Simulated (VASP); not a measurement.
Runs of VASP 6.6.1 on Tl. The cell holds a slab with vacuum, 3 atoms: a = 3.456 Å, b = 3.456 Å, c = 20.525 Å, α = 90.00°, β = 90.00°, γ = 120.00°. 

| task | level | potentials or basis | cell | cutoff (eV) | smearing | atoms held fixed (from 0) | gap on the mesh (eV) | largest force (eV/Å) |
| --- | --- | --- | --- | --- | --- | --- | --- | --- |
| single point | PBE | VASP PAW PBE potentials, release 64 (Tl_d) | the (0 0 1) slab of Tl, cut from the database cell, not relaxed | 520 | fermi-dirac 0.05 eV | - | none | 0.16 |
| relaxation of the atoms | PBEsol | VASP PAW PBE potentials, release 64 (Tl_d) | atoms relaxed from: the (0 0 1) slab of Tl, cut from the database cell, not relaxed | 520 | gaussian 0.05 eV | [0] | none | - |
| relaxation of the atoms | PBEsol | VASP PAW PBE potentials, release 54 (Tl) | atoms relaxed from: the (0 0 1) slab of Tl, cut from the database cell, not relaxed | 500 | gaussian 0.1 eV | [0] | none | - |
| work function | PBE | VASP PAW PBE potentials, release 64 (Tl_d) | the (0 0 1) slab of Tl, cut from the database cell, not relaxed | 520 | gaussian 0.05 eV | - | none | (a) |
| relaxation of the atoms | PBE+dDsC | VASP PAW PBE potentials, release 64 (Tl_d) | atoms relaxed from: the (0 0 1) slab of Tl, cut from the database cell, not relaxed | 520 | gaussian 0.05 eV | [0] | none | - |

Alike in all rows: no spin polarisation; k mesh 9 × 9 × 1.

Q: Fill in the values left out.

A: (a) 0.15.

Caveats: the PAW data sets were made with another functional, which shifts forces and pressure a little (some runs).

A k mesh can miss the band edges, and the runs leave out spin-orbit coupling on Tl.

A gap of «none» marks a metal or a gap under the smearing width.

The runs don't all hold the same shells in valence.
